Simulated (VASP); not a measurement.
Input:

```yaml
crystal:
  lattice:
    - [0.00000, 3.47619, 3.47619]
    - [3.47619, 0.00000, 3.47619]
    - [3.47619, 3.47619, 0.00000]
  atoms:
    - { symbol: Sr, position: [0.00000, 0.00000, 0.00000] }
    - { symbol: Cl, position: [0.25000, 0.25000, 0.25000] }
    - { symbol: Cl, position: [0.75000, 0.75000, 0.75000] }
```

Calculation: optB86b-vdW, VASP's PBE PAW potentials (set 64) (plane waves; VASP). Numerical set-up: 520 eV cut-off, Gaussian smearing of 0.050 eV, potentials Sr_sv Cl.

Question: Give the energies of bands 7 to 15 at the high-symmetry points, in eV from the valence-band maximum.

Answer: 
```
band      Γ      X      U      L      W
----  -----  -----  -----  -----  -----
7     -2.17  -2.82  -2.61  -1.60  -2.51
8     -2.17  -1.91  -1.95  -1.60  -2.28
9     -2.17  -1.91  -1.75  -1.52  -1.24
10    -0.35  -0.41  -0.73  -1.36  -1.24
11    -0.35  -0.41  -0.55  -1.06  -0.32
12    -0.35   0.00  -0.11  -1.06  -0.11
13     5.24   5.39   5.84   6.67   6.12
14     6.06   7.06   7.14   6.67   6.97
15     6.06   7.59   7.30   7.53   7.23
```

The gap is indirect, 5.24 eV, from the valence maximum at X to the conduction minimum at Γ.

Measured: gap 7.50 eV (computed value off by -2.26 eV), as given by Andrés Aguado et al., Journal of the Physical Society of Japan (1999), arXiv:cond-mat/9901145.

The compound is SrCl2 in the fluorite structure. It was relaxed first.
